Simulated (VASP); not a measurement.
Elastic constants (GPa) of a crystal from LDA (Ceperley-Alder, Perdew-Zunger), VASP's LDA PAW potentials (set 64) run with VASP:

```csv
,xx,yy,zz,yz,xz,xy
xx,490.5,192.4,192.4,0.0,0.0,0.0
yy,192.4,490.5,192.4,0.0,0.0,0.0
zz,192.4,192.4,490.5,0.0,0.0,0.0
yz,0.0,0.0,0.0,86.1,0.0,0.0
xz,0.0,0.0,0.0,0.0,86.1,0.0
xy,0.0,0.0,0.0,0.0,0.0,86.1
```

Finite-difference elastic constants of metals are sensitive to mesh and smearing; shear constants can be off by tens of GPa.

Problem. Work out the Voigt, Reuss and Hill moduli, Young's modulus and Poisson's ratio.

Solution. All eigenvalues are positive (smallest 86.1 GPa), so the crystal is stable. K_V = (C11+C22+C33+2(C12+C13+C23))/9 = (1471.5 + 2×577.2)/9 = 291.8 GPa; G_V = (1471.5 − 577.2 + 3×258.3)/15 = 111.3 GPa. From the compliances, K_R = 291.8 GPa and G_R = 103.6 GPa. Hill: K = 291.8 GPa, G = 107.4 GPa, E = 9KG/(3K+G) = 287.1 GPa, ν = (3K−2G)/(2(3K+G)) = 0.336. K/G = 2.72, above Pugh's 1.75; universal anisotropy A^U = 0.37.

Problem. With a density of 10.55 g/cm³, what are the mean sound speeds?

Solution. v_l = √((K+4G/3)/ρ) = 6.42 km/s and v_t = √(G/ρ) = 3.19 km/s. The crystal is Mo (bcc), cubic.

The compound is Mo in the bcc structure. It was relaxed first.
